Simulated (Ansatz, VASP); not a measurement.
## V2NO2 in two plane-wave programs

One calculation is typed for both programs; each brings its own data sets. How far apart do they land? The structure shown is the start of the Ansatz relaxation below; VASP solves that cell, so the two are compared at the walk's first step.

Calculated with Ansatz 0.2.0; plane waves, with VASP 6.6.1 beside it; single point at PBEsol.

**1. Set-up**

The cell holds 5 atoms: 1 N, 2 V and 2 O. Its edges and angles: a = 2.871 Å, b = 2.871 Å, c = 32.600 Å, α = 90.0°, β = 90.0°, γ = 120.0°. Vacuum lies along c.

**2. Ansatz: relaxation, PBEsol**

Ansatz runs on its PAW soft_1 files.

The two programs are compared at the cell with which this relaxation starts, whose forces are those of its first step.

File input.yaml:

```yaml
crystal:
  lattice:
    - [2.8712239112, 0.0, 0.0]
    - [-1.4356119556, 2.4865528471, 0.0]
    - [0.0, 0.0, 32.6]
  atoms:
    - { symbol: "N", position: [0.0, 0.0, 0.3067484663] }
    - { symbol: V, position: [0.3333333333, 0.6666666667, 0.341864055] }
    - { symbol: V, position: [0.6666666667, 0.3333333333, 0.2716328775] }
    - { symbol: O, position: [0.6666666667, 0.3333333333, 0.3723589725] }
    - { symbol: O, position: [0.3333333333, 0.6666666667, 0.24113796] }
  periodic: [true, true, false]
kpoints:
  mp_grid: { grid: [15, 15, 1] }
hamiltonian:
  xc: pbesol
  pseudopotentials: { kind: paw, azcp: { folder: soft_1 }, xc_functional: pbe }
scf:
  occupations: { method: gaussian, width: 0.1 }
output:
  forces: true
  stress: true
  eigenvalues: true
  write_density: true
  write_potential: true
  elf: true
  volumetric_format: npy
relax:
  adjacent_minimum: "off"
  f_tol: 0.005
  max_steps: 80
  cell: { stress_2d_tol: 0.02 }
```

Command:

```console
$ ansatz run input.yaml --threads 8 --pin off --max-ram 16384MiB --backend cpu --events-out ev --progress --plain --runs-dir out
```

Numbers of over 12 decimals in the logs are rounded to 6 here.

The program printed:

```text
Engine: ansatz 0.2.0, aarch64-unknown-linux-gnu
Pseudopotentials: kind: paw
Pseudopotential: N, paw, valence charge 5, recommended cutoff 420 eV (normal), soft_1/N.paw.azcp
Pseudopotential: V, paw, valence charge 13, recommended cutoff 420 eV (normal), soft_1/V.paw.azcp
Pseudopotential: O, paw, valence charge 6, recommended cutoff 420 eV (normal), soft_1/O.paw.azcp
Functional definition: PBEsol
  exchange = pbesol_x
  correlation = pbesol_c
Crystal: 5 atoms, lattice volume = 232.746 Å³
Basis set: ecut = 420 eV, 4573 PW (Γ), exchange–correlation on 40×40×450 points (8 copies of the dense FFT grid, shifted against one another)
Bands: 27, of which v1, the nominal top of the filled ones, is band 22 counted from 1 (21 counted from 0)
Symmetry: 12 space group operations
Space group: P-3m1 (ITA 164), of the structure as read, at distance tolerance 6.2e-5 Å
k-points: 27 of 225
Non-local potential: N, projectors of the file, l = 0: 2, l = 1: 2, l = 2: 1
Non-local potential: V, projectors of the file, l = 0: 3, l = 1: 2, l = 2: 3, l = 3: 1
Non-local potential: O, projectors of the file, l = 0: 2, l = 1: 2, l = 2: 1
PAW form: soft (Blöchl's): semilocal exchange-correlation on the pseudo side does not see the compensation charge
PAW frozen core: N, regenerated for the run's functional, and the local potential with it (the file was generated under x = pbe(κ = 0.804, μ = 0.219515), c = pbe(β = 0.066725))
PAW frozen core: V, regenerated for the run's functional, and the local potential with it (the file was generated under x = pbe(κ = 0.804, μ = 0.219515), c = pbe(β = 0.066725))
PAW frozen core: O, regenerated for the run's functional, and the local potential with it (the file was generated under x = pbe(κ = 0.804, μ = 0.219515), c = pbe(β = 0.066725))
PAW one-centre angular grid: N, 110 points (default); XC on 64 Gauss nodes
PAW one-centre angular grid: V, 590 points (default); XC on 64 Gauss nodes
PAW one-centre angular grid: O, 110 points (default); XC on 64 Gauss nodes
Initial density: superposition of atomic densities (neutral atoms: chi_scale 0, normalization atom)
Initial wavefunctions: pseudopotential atomic-orbital guess
Functional: x = pbesol(κ = 0.804, μ = 0.123457), c = pbesol(β = 0.046)
SCF iter   1: F=—  HF=-7280.118377 eV  |F-HF|=—  |Δ(HF+E_count)|=         —  Δρ=9.83e-2  dr2=2.41e1  ethr=3.10e-3  ⟨swp⟩=13.1  Hψ=5468  notcnv=0
preconditioner: auto → LDOS  [metal: Δε(μ)=0.030 eV  Ē_g=10.945 eV  σ=0.100 eV  W_gap=0.17  n_scr=20 (ndim 8)  ℏωp=12.6 eV  f_vac=0.769  D(μ)=1.32/eV (n_scr^D=10)  β→1.0]
SCF iter   2: F=—  HF=-7286.243680 eV  |F-HF|=—  |Δ(HF+E_count)|=    6.13e0  Δρ=2.36e-1  dr2=1.42e2  ethr=3.10e-3  ⟨swp⟩=5.5  Hψ=2682  notcnv=0  defer=19  recentre
SCF iter   3: F=—  HF=-7275.718311 eV  |F-HF|=—  |Δ(HF+E_count)|=    1.05e1  Δρ=4.31e-2  dr2=4.92e0  ethr=3.10e-3  ⟨swp⟩=5.3  Hψ=2719  notcnv=0  defer=11
SCF iter   4: F=—  HF=-7274.807215 eV  |F-HF|=—  |Δ(HF+E_count)|=   9.11e-1  Δρ=9.24e-3  dr2=2.89e-1  ethr=3.10e-3  ⟨swp⟩=4.3  Hψ=1965  notcnv=0  defer=16
SCF iter   5: F=—  HF=-7274.777520 eV  |F-HF|=—  |Δ(HF+E_count)|=   2.97e-2  Δρ=4.99e-3  dr2=7.67e-2  ethr=6.71e-4  ⟨swp⟩=3.3  Hψ=1332  notcnv=0  defer=9
SCF iter   6: F=—  HF=-7274.767279 eV  |F-HF|=—  |Δ(HF+E_count)|=   1.02e-2  Δρ=2.13e-3  dr2=1.34e-2  ethr=1.78e-4  ⟨swp⟩=2.4  Hψ=1130  notcnv=0  defer=8
SCF iter   7: F=—  HF=-7274.766424 eV  |F-HF|=—  |Δ(HF+E_count)|=   8.55e-4  Δρ=3.03e-4  dr2=2.66e-4  ethr=3.11e-5  ⟨swp⟩=3.8  Hψ=1743  notcnv=0  defer=8
SCF iter   8: F=—  HF=-7274.766381 eV  |F-HF|=—  |Δ(HF+E_count)|=   4.28e-5  Δρ=8.50e-5  dr2=1.18e-5  ethr=6.17e-7  ⟨swp⟩=3.4  Hψ=1514  notcnv=0  defer=8
SCF iter   9: F=—  HF=-7274.766373 eV  |F-HF|=—  |Δ(HF+E_count)|=   8.73e-6  Δρ=2.15e-5  dr2=6.30e-7  ethr=2.75e-8  ⟨swp⟩=3.1  Hψ=1657  notcnv=0  defer=8
iter 10 did not close the SCF: its close was put off until two iterations running show no level that it waits for move by more than its bar (scf_convergence_deferred on its scf_iter line)
[...]
SCF 1 converged in 12 iterations: F = -7274.766373 eV  dr2 = 4.24e-10
[...]
SCF iter   3: F=—  HF=-7274.766376 eV  |F-HF|=—  |Δ(HF+E_count)|=   4.19e-7  Δρ=2.90e-6  dr2=1.37e-8  ethr=8.80e-10  ⟨swp⟩=3.1  Hψ=1416  notcnv=0
SCF iter   4: F=-7274.766376 eV  HF=-7274.766376 eV  |F-HF|=4.14e-8  |Δ(HF+E_count)|=   1.48e-7  Δρ=7.44e-7  dr2=8.58e-10  ethr=5.98e-12  ⟨swp⟩=14.6  Hψ=6991  notcnv=0
SCF 3 converged in 4 iterations: F = -7274.766376 eV  dr2 = 8.58e-10
relax step   3: F+E_penalty+E_count = -7274.76637645 eV  Δ(F+E_penalty+E_count) = -7.273e-6 eV  max|allowed force component| = 2.372e-4 eV/Å  Δτ_max = 0.0003 Å  P = +0.001 N/m  Ω = 232.747 Å³  energy of the carried Pulay correction = -1.137e-6 eV  fix = [c, alpha, beta]  reactions: c +0.000 N/m  (4 SCF iters, dr2 threshold 2.57e-9 eV, accepted)
Initial wavefunctions: pseudopotential atomic-orbital guess (no wavefunctions were taken with the density)
iter 1 solved again at ethr=2.83e-7 eV; its pass at ethr=3.10e-3 eV (dr2=1.22e-4 eV) is discarded
SCF iter   1: F=—  HF=-7274.766367 eV  |F-HF|=—  |Δ(HF+E_count)|=         —  Δρ=2.53e-6  dr2=1.14e-8  ethr=2.83e-7  ⟨swp⟩=6.4  Hψ=8778  notcnv=0
eigensolver tolerance schedule: the retry pair's looser diagonalisation over-reported the residual by 10645.43 of it (diagonalisation noise at 36.55 of the residual, at the tolerance the schedule requests for it); recorded, not acted on — ethr = c·dr2/N_el stays at c = 1.0e-1
preconditioner: auto → LDOS  [metal: Δε(μ)=0.013 eV  Ē_g=8.722 eV  σ=0.100 eV  W_gap=0.07  n_scr=20 (ndim 8)  ℏωp=12.6 eV  f_vac=0.783  D(μ)=3.93/eV (n_scr^D=18)  β→1.0]
SCF iter   2: F=—  HF=-7274.766376 eV  |F-HF|=—  |Δ(HF+E_count)|=   9.27e-6  Δρ=3.71e-6  dr2=2.46e-8  ethr=2.66e-11  ⟨swp⟩=6.9  Hψ=3314  notcnv=0
SCF iter   3: F=—  HF=-7274.766376 eV  |F-HF|=—  |Δ(HF+E_count)|=   1.58e-8  Δρ=1.46e-6  dr2=3.28e-9  ethr=2.66e-11  ⟨swp⟩=2.9  Hψ=1508  notcnv=0
SCF iter   4: F=—  HF=-7274.766376 eV  |F-HF|=—  |Δ(HF+E_count)|=  6.55e-10  Δρ=9.38e-7  dr2=1.52e-9  ethr=7.64e-12  ⟨swp⟩=1.9  Hψ=1090  notcnv=0
SCF iter   5: F=—  HF=-7274.766376 eV  |F-HF|=—  |Δ(HF+E_count)|=  6.64e-10  Δρ=1.17e-7  dr2=2.56e-11  ethr=3.54e-12  ⟨swp⟩=3.3  Hψ=1480  notcnv=0
SCF iter   6: F=—  HF=-7274.766376 eV  |F-HF|=—  |Δ(HF+E_count)|=  4.64e-11  Δρ=1.66e-7  dr2=4.64e-11  ethr=1.00e-12  ⟨swp⟩=3.1  Hψ=1424  notcnv=0
SCF iter   7: F=-7274.766376 eV  HF=-7274.766376 eV  |F-HF|=1.01e-10  |Δ(HF+E_count)|=  2.91e-11  Δρ=2.57e-8  dr2=1.09e-12  ethr=1.00e-12  ⟨swp⟩=12.7  Hψ=5951  notcnv=0
SCF 4 converged in 7 iterations: F = -7274.766376 eV  dr2 = 1.09e-12
relax step   4: F+E_penalty+E_count = -7274.76637645 eV  Δ(F+E_penalty+E_count) = -2.383e-10 eV  max|allowed force component| = 2.601e-4 eV/Å  Δτ_max = 0.0000 Å  P = +0.001 N/m  Ω = 232.747 Å³  fix = [c, alpha, beta]  reactions: c +0.000 N/m  stress off target by 1.26e-3 N/m on what of the cell is left free  SCF on the basis re-selected at this cell (its energy is not comparable with the rows above)  (7 SCF iters)
basis re-selected at this cell: Δ(F+E_penalty+E_count) = -2.383e-10 eV, ΔP = -0.000 N/m vs the last step (what re-selecting the basis moved, of the pressure what is left beyond the Pulay correction that the steps carried, after the strain that the cell walked since its last selection, with what the two solves' SCF thresholds leave and, on support functions, any second-order correction that the steps lacked; it is no  [...]
WARN: The output density's exchange-correlation potential varies sharply where the density is thin. Do not read a vacuum level from v_tot or v_xc, or from such a field of the output density. On a cell that repeats whose density bears no net charge and no dipole along the vacuum's axis use v_es (v_loc + v_h of the components); under efield.dipole_correction with no amplitude use v_es + v_field, which holds any externa [...]
SCF converged after 7 iterations
Free energy (F): -7274.766376 eV
Harris-Foulkes:  -7274.766376 eV  (|F-HF|=1.01e-10)
Internal energy: -7274.746711 eV  (E = F + TS)
E sigma→0 (E₀):  -7274.756544 eV
Entropy (-TS):   -0.019665 eV (-3.933 meV/atom)
Fermi energy:    -6.298749 eV
--- Per-component energies (eV) ---
  E_band       = -1212.388422
  E_kinetic    = 1058.399321
  E_local      = -153235.238003  (includes V_loc(G=0)·N_el)
  E_nonlocal   = 301.422985
  E_hartree    = 75868.849235
  E_xc         = -430.377662
  E_vxc        = -548.812335  (∫ρ·V_xc dr)
  E_paw        = -2632.019747  (= ΣΔE_a)
  E_vpaw       = -525.863573  (= ΣTr[D̂ρ^β])
  E_aug_tail   = 0.004699  (compensation charges beyond the density's cutoff)
  E_ewald      = 71793.814426
  E_core_change = 0.398033  (= ΣΔE_core)
  E_smearing   = -0.019665  (= −TS)
  E_closure    = -0.000000  (closes the sum)
  Σ components = -7274.766376   (vs F -7274.766376, Δ=0.00e0)
--- Forces (eV/Å), atoms counted from 1 ---
  atom   1  N      0.00000000     0.00000000     0.00000000
  atom   2  V      0.00000000    -0.00000000     0.00024555
  atom   3  V      0.00000000     0.00000000    -0.00024555
  atom   4  O     -0.00000000    -0.00000000    -0.00026015
  atom   5  O      0.00000000     0.00000000     0.00026015
  max |Σ_I F_I| component: 5.42e-20 eV/Å
--- 2D stress c σ (N/m, compression-positive) ---
        0.001257      -0.000000      -0.000000
       -0.000000       0.001257      -0.000000
       -0.000000      -0.000000       0.000000
  P = ½ c Tr σ = 0.0013 N/m
--- Band table (eV; the first three rows and the last of 27) ---
  k-point 0: bands = [... 18 lower, -8.7800, -8.7800, -7.4503, -7.4503, -6.3820, -6.2052, -6.2052, -4.8658, ... 1 higher]
  k-point 1: bands = [... 18 lower, -9.0449, -8.9742, -7.2821, -7.1824, -6.5063, -6.1880, -6.0064, -4.8890, ... 1 higher]
  k-point 2: bands = [... 18 lower, -9.5061, -8.8170, -7.2580, -6.7717, -6.3671, -6.0574, -5.7743, -4.9413, ... 1 higher]
  k-point 26: bands = [... 18 lower, -10.3877, -10.3877, -6.4541, -6.3076, -6.3076, -5.1794, -5.1794, -5.0435, ... 1 higher]
--- Relaxed structure (3 steps of the walk, 3 accepted, 1 SCFs on fresh bases) ---
  F+E_penalty+E_count = -7274.76637645 eV   max|allowed force component| = 2.601e-4 eV/Å   (the final SCF, on the basis selected at the relaxed cell)
  cell:  # Å, volume = 232.7474 Å³
    - [2.871232, 0, 0]
    - [-1.435616, 2.486560, 0]
    - [0, 0, 32.6]
  atoms:
    - { symbol: N, position: [0, 0, 0.30674846626] }
    - { symbol: V, position: [0.333333, 0.666667, 0.341850] }
    - { symbol: V, position: [0.666667, 0.333333, 0.271646] }
    - { symbol: O, position: [0.666667, 0.333333, 0.372362] }
    - { symbol: O, position: [0.333333, 0.666667, 0.241135] }
```

The column dr2 measures how far the density is from self-consistency, as an energy; F and HF (Harris–Foulkes) agree once it is small.

(Part 1 of 2 ends here.)

[Lines on the potential files, build, host, timing and source positions are cut from VASP's logs without a mark.]

[Logs are printed without paths, hosts, clocks, repeated set-up lines and the standing remarks that a program may print on its own settings, such as how far it seeks lower states.]

[Hosts, paths, dates, database ids (printed as entryN), source tags and the programs' standing remarks are cut or masked in the printed files.]
